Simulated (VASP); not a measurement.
# Ca: Ca into a neighbouring Ca vacancy

How hard is this move in Ca: Ca into a neighbouring Ca vacancy? Both ends are relaxed first, then a band of images between them.

Program: VASP 6.6.1. Level of theory: PBEsol; plane waves and PAW (Ca_pv). Results are calculated unless marked as measured.

This is a report of a sequence of runs, with most program output left out.

### 1. The host crystal

It takes space group Fm-3m (No. 225, cubic). Conventional cell: a = 5.580 Å, b = 5.580 Å, c = 5.580 Å, α = 90.00°, β = 90.00°, γ = 90.00°. Ca has 12 Ca at 3.95 Å nearest.

### 2. Relax the host

First cell and atoms are relaxed at a raised cutoff, so that later runs start from this functional's own cell.

File INCAR:

```
SYSTEM = Ca
PREC = Accurate
ENCUT = 350
EDIFF = 1E-06
NELM = 120
ISMEAR = 1
SIGMA = 0.15
LREAL = .FALSE.
ALGO = Normal
GGA = PS
NBANDS = 10
LORBIT = 11
LWAVE = .FALSE.
LCHARG = .FALSE.
KPAR = 6
IBRION = 2
NSW = 40
ISIF = 3
EDIFFG = -0.02
POTIM = 0.4
```

File POSCAR:

```
Ca
1.0
    0.0000000000      2.7900000000      2.7900000000
    2.7900000000      0.0000000000      2.7900000000
    2.7900000000      2.7900000000      0.0000000000
Ca
1
Direct
    0.0000000000      0.0000000000      0.0000000000
```

File KPOINTS:

```
Automatic mesh
0
Gamma
10 10 10
0 0 0
```

Potentials, in the order of the species: Ca_pv (PBE family, release 64).

Started as:

```
$ mpirun -np 6 vasp_std
```

Run time: 4.6 s. Hardware: 6 MPI ranks of Intel Xeon Platinum 8488C (Sapphire Rapids), shared host; peak memory 0.84 GiB; 24 s of CPU time.

The k-mesh is coarse for a metal. The PAW data sets were made with PBE, which is usual practice but a small mismatch for other functionals. The run keeps the 48 symmetry operations of its start, so it cannot find a distortion of lower symmetry.

The steps of the relaxation:

```csv
step,energy less that of the first step (eV),largest force (eV/Å),pressure (GPa),volume (Å³)
1,0.0000,0.0000,-1.12,43.44
2,-0.0081,0.0000,-0.55,41.93
3,-0.0104,0.0000,-0.14,40.92
4,-0.0106,0.0000,-0.02,40.61
```

```
conventional cell, symmetrised  before  after  change
                         a (Å)   5.580  5.456  -2.2 %
                         b (Å)   5.580  5.456  -2.2 %
                         c (Å)   5.580  5.456  -2.2 %
              volume (Å³/atom)   43.44  40.61  -6.5 %
```

The relaxed structure:

```xyz
1
Lattice="0.0000 2.7280 2.7280 2.7280 0.0000 2.7280 2.7280 2.7280 0.0000" Properties=species:S:1:pos:R:3 pbc="T T T"
Ca    0.0000    0.0000    0.0000
```

This step gave:

* electronic cycles: 28
* electrons: 8
* free energy (TOTEN): -2.124 eV
* energy at zero smearing: -2.124 eV
* Fermi energy: 2.322 eV
* metallic: yes

The run ended after 4 ionic steps, 0.011 eV below its first step, once forces and stress met EDIFFG = -0.02.

### 3. Relax the host again, on a new basis

The volume changed by more than 5 %, so the plane waves of the start no longer fit; a second relaxation removes that error.

Edit INCAR of step 2 so:

```diff
@@ -16,3 +16,3 @@
 IBRION = 2
-NSW = 40
+NSW = 30
 ISIF = 3
```

File POSCAR:

```
Ca
1.0
    0.0000000000      2.7280470112      2.7280470112
    2.7280470112      0.0000000000      2.7280470112
    2.7280470112      2.7280470112      0.0000000000
Ca
1
Direct
    0.0000000000      0.0000000000      0.0000000000
```

KPOINTS is that of step 2.

Started as:

```
$ mpirun -np 6 vasp_std
```

Run time: 2.4 s. Hardware: 6 MPI ranks; peak memory 0.78 GiB; 11 s of CPU time.

Little changed from the start: no atom moved by 0.005 Å and no cell edge by 0.1 %.

This step gave:

- electronic cycles: 11

The start already met the threshold, so nothing moved.

### 4. Relax the start

System of this step: Ca. The cell holds 31 atoms: 31 Ca. Cell: a = 10.912 Å, b = 10.912 Å, c = 10.912 Å, α = 90.0°, β = 90.0°, γ = 90.0°. It derives from Ca. Nearest the centre at fractional (0.625, 0.125, 0.000): Ca1 at 1.95 Å, Ca2 at 3.33 Å, Ca12 at 3.34 Å, Ca8 at 3.37 Å, Ca23 at 3.37 Å, Ca3 at 4.30 Å, Ca4 at 4.31 Å, Ca5 at 4.32 Å.

A path needs two true minima; the start is relaxed with symmetry off.

File INCAR:

```
SYSTEM = Ca
PREC = Normal
ENCUT = 280
EDIFF = 1E-05
NELM = 120
ISMEAR = 1
SIGMA = 0.15
LREAL = Auto
ALGO = Fast
GGA = PS
NBANDS = 150
LORBIT = 11
LWAVE = .FALSE.
LCHARG = .FALSE.
KPAR = 6
IBRION = 2
NSW = 60
ISIF = 2
EDIFFG = -0.05
POTIM = 0.4
MAXMIX = 40
ISYM = 0
```

File POSCAR:

```
Ca
1.0
   10.9121880448      0.0000000000      0.0000000000
    0.0000000000     10.9121880448      0.0000000000
    0.0000000000      0.0000000000     10.9121880448
Ca
31
Direct
    0.7506333912      0.2515058724      0.0006056294
    0.7476115565      0.0016593480      0.2508181211
   -0.0009841349      0.0010650808      0.0006681930
    0.2505390899      0.2500520927      0.0010020227
    0.4986502174      0.4997014165     -0.0008836345
    0.7510975731      0.7500728032     -0.0005360185
    0.2485669080     -0.0004713853      0.2500149231
    0.4994948714      0.2523717770      0.2518451374
    0.7450309462      0.4965377920      0.2496796754
    0.4992262039      0.0003915677      0.5003983105
    0.7538816024      0.2479618739      0.4993079206
    0.7537440183      0.0011852857      0.7512152712
   -0.0009420776      0.4969793864      0.0003069316
    0.2501998024      0.7477504932     -0.0012522267
   -0.0001320426      0.2482684470      0.2498198895
    0.2501750025      0.5000652229      0.2490720621
    0.5010882292      0.7516333424      0.2505880549
   -0.0014996630      0.0013409818      0.4990809542
    0.2516113370      0.2480356141      0.5016760474
    0.4999632274      0.4977112768      0.4994246810
    0.7500991594      0.7504999755      0.4981998328
    0.2479703923      0.0003658011      0.7491445352
    0.5004316377      0.2513920572      0.7469780811
    0.7504662458      0.5022445489      0.7494546889
   -0.0014860715      0.7513787223      0.2504645201
    0.0016419861      0.4993672842      0.4972841042
    0.2497983708      0.7491828804      0.5014210236
    0.0003548928      0.2470109583      0.7478094896
    0.2516198200      0.5012458822      0.7488265536
    0.4999980778      0.7508166530      0.7508584976
    0.0016059881      0.7504700902      0.7498261974
```

File KPOINTS:

```
Automatic mesh
0
Monkhorst-Pack
2 2 2
0 0 0
```

Started as:

```
$ mpirun -np 6 vasp_std
```

Elapsed: 2.4 min, on 6 MPI ranks; peak memory 2.9 GiB; 14 min of CPU time.

The steps of the relaxation:

```csv
step,energy less that of the first step (eV),largest force (eV/Å)
1,0.0000,0.1224
2,-0.0048,0.1062
3,-0.0161,0.0717
4,-0.0239,0.0337
```

The atoms that moved most (Å):

```
atom      dx      dy      dz  length
 Ca9   0.035   0.031  -0.006   0.047
Ca11  -0.042   0.014   0.008   0.045
Ca28   0.006   0.031   0.027   0.042
Ca12  -0.030  -0.015  -0.013   0.036
 Ca8  -0.006  -0.029  -0.007   0.030
Ca18   0.019  -0.024  -0.001   0.030
Ca19  -0.016   0.010  -0.023   0.030
Ca29  -0.012  -0.021   0.015   0.028
```

The relaxed structure:

```cif
data_structure
_symmetry_space_group_name_H-M 'P 1'
_symmetry_Int_Tables_number 1
_cell_length_a 10.9122
_cell_length_b 10.9122
_cell_length_c 10.9122
_cell_angle_alpha 90.000
_cell_angle_beta 90.000
_cell_angle_gamma 90.000
_cell_volume 1299.38
loop_
_atom_site_label
_atom_site_type_symbol
_atom_site_fract_x
_atom_site_fract_y
_atom_site_fract_z
_atom_site_occupancy
Ca1 Ca 0.74921 0.25048 0.99936 1
Ca2 Ca 0.74852 0.00130 0.24911 1
Ca3 Ca 0.00012 0.00041 0.00079 1
Ca4 Ca 0.25050 0.24977 0.99924 1
Ca5 Ca 0.49990 0.50024 0.99918 1
Ca6 Ca 0.75048 0.74945 0.00053 1
Ca7 Ca 0.25004 0.99932 0.25017 1
Ca8 Ca 0.49891 0.24973 0.25124 1
Ca9 Ca 0.74828 0.49934 0.24910 1
Ca10 Ca 0.50034 0.00019 0.50071 1
Ca11 Ca 0.75004 0.24924 0.50003 1
Ca12 Ca 0.75098 0.99979 0.75007 1
Ca13 Ca 0.99990 0.49879 0.00016 1
Ca14 Ca 0.24909 0.74938 0.99988 1
Ca15 Ca 0.00048 0.24871 0.24946 1
Ca16 Ca 0.25115 0.50034 0.24935 1
Ca17 Ca 0.49966 0.75006 0.24962 1
Ca18 Ca 0.00022 0.99917 0.49901 1
Ca19 Ca 0.25013 0.24893 0.49958 1
Ca20 Ca 0.50017 0.50014 0.50014 1
Ca21 Ca 0.74930 0.75088 0.49979 1
Ca22 Ca 0.24909 0.99961 0.75025 1
Ca23 Ca 0.50131 0.25025 0.74902 1
Ca24 Ca 0.75012 0.50043 0.74949 1
Ca25 Ca 0.99871 0.75054 0.24878 1
Ca26 Ca 0.00052 0.49931 0.49853 1
Ca27 Ca 0.25076 0.75090 0.49980 1
Ca28 Ca 0.00094 0.24988 0.75032 1
Ca29 Ca 0.25053 0.49936 0.75020 1
Ca30 Ca 0.50066 0.75115 0.74997 1
Ca31 Ca 0.00039 0.75069 0.75022 1
```

Numbers from this step:

| Quantity | Value |
| --- | --- |
| electronic cycles | 48 |
| electrons | 248 |
| free energy (TOTEN) | -64.3377 eV |
| energy at zero smearing | -64.3102 eV |
| Fermi energy | 2.142 eV |

The run ended after 4 ionic steps, 0.024 eV below its first step, once the forces on the free atoms met EDIFFG = -0.05.

### 5. Relax the end

The end state is relaxed in the same way, so that both ends share their errors.

INCAR is that of step 4.

File POSCAR:

```
Ca
1.0
   10.9121880448      0.0000000000      0.0000000000
    0.0000000000     10.9121880448      0.0000000000
    0.0000000000      0.0000000000     10.9121880448
Ca
31
Direct
    0.4995255799      0.0019349791     -0.0041253950
    0.7497458707      0.0000604830      0.2473876019
    0.0006099851     -0.0011936763      0.0015807000
    0.2497698132      0.2512264328      0.0022339124
    0.5007018383      0.4983949669     -0.0027754629
    0.7532136252      0.7497960222     -0.0012620108
    0.2502643963     -0.0003508212      0.2515618174
    0.5000621840      0.2500252004      0.2486903090
    0.7508606305      0.4981051156      0.2512204508
    0.5027930925     -0.0027944644      0.4954798630
    0.7511306234      0.2546698202      0.4981654919
    0.7477077086      0.0010794699      0.7484591145
   -0.0009274501      0.4993619658      0.0009750603
    0.2492571566      0.7505093073     -0.0003235525
   -0.0015481242      0.2494138183      0.2482580951
    0.2500119408      0.4979401634      0.2479969290
    0.5026703385      0.7499025233      0.2499012077
    0.0009375506     -0.0007713522      0.4995811374
    0.2507792181      0.2505176154      0.4978752259
    0.5015273611      0.4989178432      0.4980644048
    0.7483495976      0.7492842034      0.5029825370
    0.2478454625      0.0002933892      0.7460817677
    0.4999971281      0.2516487370      0.7495662404
    0.7488465101      0.5004243165      0.7512832472
    0.0012163602      0.7536151757      0.2503833649
   -0.0010857769      0.4997691037      0.4998671237
    0.2501992953      0.7499449646      0.5003188470
   -0.0030623557      0.2515205547      0.7489466104
    0.2478498195      0.5011688786      0.7524144122
    0.5009036284      0.7502953749      0.7482914145
    0.0052630459      0.7516133494      0.7479118859
```

KPOINTS is that of step 4.

Started as:

```
$ mpirun -np 6 vasp_std
```

Run time: 3 min. Hardware: 6 MPI ranks; peak memory 3 GiB; 18 min of CPU time.

Relaxation path:

```csv
step,energy less that of the first step (eV),largest force (eV/Å)
1,0.0000,0.1703
2,-0.0084,0.1465
3,-0.0272,0.0950
4,-0.0349,0.0520
5,-0.0367,0.0411
```

The atoms that moved most (Å):

```
atom      dx      dy      dz  length
Ca31  -0.051  -0.011   0.020   0.056
Ca10  -0.011   0.038   0.029   0.049
Ca11  -0.011  -0.039   0.010   0.042
Ca22   0.026   0.020   0.024   0.040
Ca18  -0.029   0.023  -0.006   0.037
Ca25  -0.019  -0.032   0.000   0.037
Ca21   0.026  -0.003  -0.023   0.035
 Ca9  -0.003   0.025  -0.021   0.033
```

Final coordinates:

```xyz
31
Lattice="10.9122 0.0000 0.0000 0.0000 10.9122 0.0000 0.0000 0.0000 10.9122" Properties=species:S:1:pos:R:3 pbc="T T T"
Ca    5.4477    0.0084   -0.0209
Ca    8.1841    0.0059    2.7106
Ca    0.0089    0.0022   -0.0084
Ca    2.7193    2.7246    0.0004
Ca    5.4651    5.4536   -0.0065
Ca    8.2033    8.1843   -0.0170
Ca    2.7402    0.0082    2.7259
Ca    5.4646    2.7237    2.7115
Ca    8.1909    5.4607    2.7200
Ca    5.4760    0.0073    5.4357
Ca    8.1853    2.7397    5.4461
Ca    8.1851    0.0104    8.1709
Ca   -0.0079    5.4601    0.0052
Ca    2.7338    8.1888   -0.0007
Ca   -0.0078    2.7158    2.7199
Ca    2.7278    5.4512    2.7083
Ca    5.4762    8.1741    2.7026
Ca   -0.0183    0.0150    5.4451
Ca    2.7296    2.7336    5.4419
Ca    5.4610    5.4512    5.4500
Ca    8.1922    8.1731    5.4655
Ca    2.7307    0.0229    8.1651
Ca    5.4490    2.7341    8.1635
Ca    8.1885    5.4639    8.1876
Ca   -0.0059    8.1916    2.7326
Ca   -0.0059    5.4592    5.4499
Ca    2.7442    8.1702    5.4445
Ca   -0.0161    2.7304    8.1847
Ca    2.7218    5.4492    8.1970
Ca    5.4513    8.1836    8.1825
Ca    0.0066    8.1904    8.1816
```

This step gave:

```yaml
electronic_cycles: 62
free_energy_toten: -64.3363 eV
energy_at_zero_smearing: -64.3088 eV
```

The run ended after 5 ionic steps, 0.037 eV below its first step, once the forces on the free atoms met EDIFFG = -0.05.

[end of part 1 of 2]

[Lines on the potential files, build, host, timing and source positions are cut from VASP's logs without a mark.]

[Logs are printed without paths, hosts, clocks, repeated set-up lines and the standing remarks that a program may print on its own settings, such as how far it seeks lower states.]

[Hosts, paths, dates, database ids (printed as entryN), source tags and the programs' standing remarks are cut or masked in the printed files.]

[Runs that stopped without an error message from VASP are left out.]
